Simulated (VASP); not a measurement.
Method: LDA (Ceperley-Alder, Perdew-Zunger), VASP's LDA PAW potentials (set 64) (plane waves; VASP).

Input for VASP

INCAR:
```
LCHARG = F
ISIF = 2   ! forces and stress, cell fixed
PREC = Accurate
LREAL = F
ALGO = Normal
ENCUT = 300   ! plane-wave cut-off (eV)
ISMEAR = -1
SYSTEM = SnSe
LMAXMIX = 4   ! l cut-off of mixed one-centre charges
LWAVE = F
EDIFF = 1E-6   ! SCF stop (eV)
LASPH = T   ! aspherical one-centre terms
SIGMA = 0.1
NELM = 100
```

KPOINTS:
```
Regular mesh
0
Gamma
  7 7 7
0 0 0
```

POSCAR:
```
SnSe
1
    0.0000000000     3.0104350000     3.0104350000
    3.0104350000     0.0000000000     3.0104350000
    3.0104350000     3.0104350000     0.0000000000
Sn Se
1 1
Direct
  0.0000000000   0.0000000000   0.0000000000
  0.5000000000   0.5000000000   0.5000000000
```

POTCAR, in this order: Sn_d Se (LDA.64 set). Program: vasp_std.

Question: What will the output report for the number of irreducible k-points (NKPTS), largest plane-wave count, number of space-group operations, FFT grid (NGX, NGY, NGZ)?

Answer: 
```yaml
number of irreducible k-points (NKPTS): 20
largest_plane_wave_count: 656
number_of_space_group_operations: 48
FFT grid (NGX, NGY, NGZ): 24 × 24 × 24
```

The structure comes from a computed database's SnSe entry; how it stands against other phases isn't given here. The cell was not relaxed at this level. The run is one of a series of settings (GGA removed, POTCAR Sn_d Se (LDA.64 set) against the base run), some of them coarse on purpose.
